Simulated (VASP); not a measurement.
Given:

```xyz
6
Lattice="2.0718 -3.5885 0.0000 2.0718 3.5885 0.0000 0.0000 0.0000 9.4245" Properties=species:S:1:pos:R:3 pbc="T T T"
Hg     3.5432     1.0401     6.2830
Hg     3.5432    -1.0401     3.1415
Hg     1.2010     0.0000     0.0000
S      1.0400    -1.8014     1.5708
S      1.0400     1.8014     7.8538
S      2.0636     0.0000     4.7123
```

Calculation: PBEsol GGA with spin-orbit coupling, VASP's PBE PAW potentials (set 64) (plane waves; VASP). Numerical set-up: 400 eV cut-off, 6×6×2 Γ-centred mesh, Gaussian smearing of 0.050 eV, potentials Hg S.

The path is coarsely sampled, so an indirect gap can come out somewhat too large. Without a dispersion term in the relaxation, distances and binding between the weakly bound layers, chains or molecules are unreliable, and so is what depends on them.

**Question.** Estimate the energy per atom (σ→0), band gap (over mesh and band path) with the smallest direct gap where there is one.

**Answer.** 
band gap (over mesh and band path): 1.20 eV
smallest direct gap (over mesh and band path): 1.24 eV
energy per atom (σ→0): -2.765 eV/atom

Total energies compare only between runs with the same potentials, cut-off and functional.

The compound is HgS in the cinnabar structure. It was relaxed first.
